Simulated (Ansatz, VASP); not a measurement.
# MgSc2C2 in VASP and in Ansatz

```
Mg Sc C
1.0
     4.60191    0.00000    0.00000
     0.00000    4.60191    0.00000
     0.00000    0.00000    4.37210
Mg Sc C
1 2 2
Cartesian
  0.0000 0.0000 2.1860
  0.0000 2.3010 0.0000
  2.3010 0.0000 0.0000
  0.0000 2.3010 2.1860
  2.3010 0.0000 2.1860
```

Alike in both runs: functional PBE; k mesh 4 × 4 × 4; occupations gaussian, width 0.1 eV; no spin polarisation.

Ansatz relaxed the structure, and its values are those at the end. VASP's run is a single point on that final structure, the one shown.

|  | VASP | Ansatz |
| --- | --- | --- |
| version | VASP 6.6.1 | Ansatz 0.2.0 |
| potentials or method | VASP PAW PBE potentials, release 64 (Mg, Sc_sv, C) | scalar-relativistic, plane waves, PAW |
| plane-wave cutoff (eV) | 520 | 420 |
| valence electrons in the cell | 32 | 40 |

Ansatz gave:

* gap on the k mesh at the Fermi level (eV): none
* pressure (GPa): 0.1

Q: Which values does VASP return?

A: gap on the k mesh at the Fermi level (eV): none; pressure (GPa): 0.2.

A gap of «none» marks a metal or a gap that the smearing closes. The functional is the same, so the differences come from potentials, cutoffs and numerics. The two sets of potentials don't hold the same shells in valence.
